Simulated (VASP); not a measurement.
**Co5Si3: single point with PBE**

Co5Si3:

```
Co Si
1.0
     6.03385    0.01324    0.00895
     0.01324    5.86667    0.12947
     0.00895    0.12947    6.11427
Co Si
10 6
Direct
  0.41424 0.68673 0.92031
  0.63308 0.03837 0.26771
  0.50749 0.25201 0.84294
  0.12556 0.45756 0.69447
  0.28948 0.64331 0.29066
  0.63752 0.43647 0.19164
  0.92079 0.24756 0.36400
  0.11096 0.91159 0.63386
  0.86242 0.18266 0.97122
  0.60828 0.54712 0.54136
  0.82575 0.52631 0.87524
  0.22575 0.37275 0.02350
  0.22004 0.95126 0.06891
  0.93530 0.62437 0.31337
  0.28826 0.23625 0.46931
  0.74092 0.93536 0.62492
```

The cell was built by a generator and needn't be a form met in nature.

```json
{
  "Program": "VASP 6.6.1",
  "Task": "single point",
  "Functional": "PBE",
  "Potentials or basis": "VASP PAW PBE potentials, release 64 (Co, Si)",
  "Cutoff": "520 eV",
  "k mesh": "1 × 1 × 1, shifted",
  "Occupations": "fermi-dirac, width 0.156 eV",
  "Spin": "no spin polarisation"
}
```

| Property | Result |
| --- | --- |
| Pressure | -8.5 GPa |
| Largest force | 3.350 eV/Å |
| Band gap on the k mesh | 0.14 eV, direct |

Forces in eV/Å, atoms in the order of the input:
```
Co   1.501  0.020 -1.683
Co  -2.519 -1.575 -0.226
Co  -0.050 -0.949 -1.349
Co   0.542  1.761 -1.308
Co   0.319 -0.323  0.978
Co  -1.210  0.442 -1.291
Co   1.934 -0.841  1.363
Co   0.323 -0.302  0.230
Co   2.179 -2.530  0.273
Co   0.271  0.681  1.204
Si  -2.127  2.038 -0.885
Si  -0.954  0.053  2.142
Si  -0.796  0.917 -0.301
Si  -1.016  1.294  1.121
Si   2.061 -0.996 -0.554
Si  -0.458  0.309  0.286
```

Stress tensor (GPa, compression positive):
```
-7.52 -2.84  0.32
-2.84 -8.91  0.14
 0.32  0.14 -9.22
```

Levels at points of the mesh, in eV from the valence-band top:
```csv
k point,band 53,band 54,band 55,band 56,band 57,band 58,band 59,band 60,band 61,band 62
"(0.25, 0.25, 0.25)",-0.31,-0.22,-0.19,-0.08,0.00,0.14,0.16,0.33,0.51,0.58
```

Wall time 62 s on 1 thread of Intel(R) Xeon(R) Platinum 8488C (Sapphire Rapids), with other jobs on the host, peak memory 0.31 GiB.

PBE gaps usually lie below the measured ones, often by a third to a half. Spin polarisation is off, so any magnetic state and its effect on volume and gap are missing.
